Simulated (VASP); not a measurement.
Input:

```xyz
1
Lattice="-1.5065 1.5065 1.5065 1.5065 -1.5065 1.5065 1.5065 1.5065 -1.5065" Properties=species:S:1:pos:R:3 pbc="T T T"
Na     0.0000     0.0000     3.0130
```

Method: LDA (Ceperley-Alder, Perdew-Zunger), VASP's LDA PAW potentials (set 64) (plane waves; VASP 6.6.1). Run with 500 eV cut-off, 17×17×17 Γ-centred mesh, first-order Methfessel-Paxton smearing of 0.10 eV, potentials Na_pv.

Question: The ions, cell shape and volume at an external pressure of 45.0 GPa are relaxed. Give the cell that the relaxation ends in.

Answer: 
```xyz
1
Lattice="-1.5052 1.5052 1.5052 1.5052 -1.5052 1.5052 1.5052 1.5052 -1.5052" Properties=species:S:1:pos:R:3 pbc="T T T"
Na     0.0000     0.0000     0.0000
```
Space group Im-3m (229), at a tolerance of 0.03 Å.

Question: How do energy and volume change from the first to the last step?

Answer: The energy (σ→0) changes by +10.1 meV/atom and the volume by -0.3 %, in 3 ionic steps.

```csv
step,E(σ→0) (eV),max force (eV/Å),pressure (GPa),volume (Å³)
1,-0.1460,0.000,44.42,13.68
2,-0.1182,0.000,45.86,13.58
3,-0.1359,0.000,44.93,13.64
```

The compound is Na in the bcc structure. This run relaxes it under an external pressure of 45 GPa. Symmetry was kept, so distortions that lower it aren't found.
